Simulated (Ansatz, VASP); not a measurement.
## One calculation of Ag3F, two programs

The input INCAR:

```
SYSTEM = Ag3F
PREC = Accurate
ENCUT = 600
EDIFF = 1E-7
ISMEAR = -1
SIGMA = 0.05
LREAL = .FALSE.
LASPH = .TRUE.
NELM = 100
ALGO = Normal
ISIF = 3
LWAVE = .FALSE.
LCHARG = .FALSE.
GGA = B5
ALDAX = 1.0
AGGAX = 1.0
AGGAC = 1.0
ALDAC = 0.0
IBRION = 2
NSW = 60
EDIFFG = -0.02
```

KPOINTS

```
Automatic mesh
0
G
  5 5 5
  0 0 0
```

POSCAR

```
Ag3F
1.0
    0.0000000000      3.2160900000      3.2160900000
    3.2160900000      0.0000000000      3.2160900000
    3.2160900000      3.2160900000      0.0000000000
Ag F
3 1
Direct
    0.2500000000      0.2500000000      0.2500000000
    0.7500000000      0.7500000000      0.7500000000
    0.5000000000      0.5000000000      0.5000000000
    0.0000000000      0.0000000000      0.0000000000
```

Contents of input.yaml:

```yaml
crystal:
  lattice:
    - [0.0, 3.21609, 3.21609]
    - [3.21609, 0.0, 3.21609]
    - [3.21609, 3.21609, 0.0]
  atoms:
    - { symbol: Ag, position: [0.25, 0.25, 0.25] }
    - { symbol: Ag, position: [0.75, 0.75, 0.75] }
    - { symbol: Ag, position: [0.5, 0.5, 0.5] }
    - { symbol: F, position: [0.0, 0.0, 0.0] }
hamiltonian:
  xc: blyp
  pseudopotentials: { kind: paw }
kpoints:
  mp_grid: { grid: [5, 5, 5] }
scf:
  occupations: { method: fermi_dirac, width: 0.05 }
output:
  forces: true
  stress: true
  eigenvalues: true
relax:
  f_tol: 0.01
  max_steps: 40
  cell: { stress_tol: 0.05 }
```

The cell was built by a generator and needn't be a form met in nature.

Alike in both runs: task relaxation of cell and atoms; functional BLYP; k mesh 5 × 5 × 5; occupations fermi-dirac, width 0.05 eV; no spin polarisation.

|  | VASP | Ansatz |
| --- | --- | --- |
| version | VASP 6.6.1 | Ansatz 0.2.0 |
| potentials or method | VASP PAW PBE potentials, release 64 (Ag, F) | Ansatz PAW |
| plane-wave cutoff (eV) | 600 | 420 |
| valence electrons in the cell | 40 | 64 |

|  | VASP | Ansatz | Ansatz less VASP |
| --- | --- | --- | --- |
| gap on the k mesh at the Fermi level, each at its own relaxed structure (eV) | none | none | - |
| relaxed volume (Å³/atom) | 17.79 | 17.79 | -0.001 |
| relaxed cell length with the largest relative difference (Å) | 4.651 | 4.651 | -0.0001 |
| energy change over the relaxation (meV/atom) | -17 | -17 | 0.0 |

A gap of «none» marks a metal or a gap that the smearing closes. The two sets of potentials don't hold the same shells in valence.

Caveats: the PAW data sets were made with another functional, which shifts forces and pressure a little (VASP); the plane-wave basis is chosen anew once the cell has moved, so the energies of steps on either side of that aren't comparable (Ansatz); the PAW data sets come from PBE, with cores solved anew for the run's functional, which leaves a small shift of forces and pressure (Ansatz).
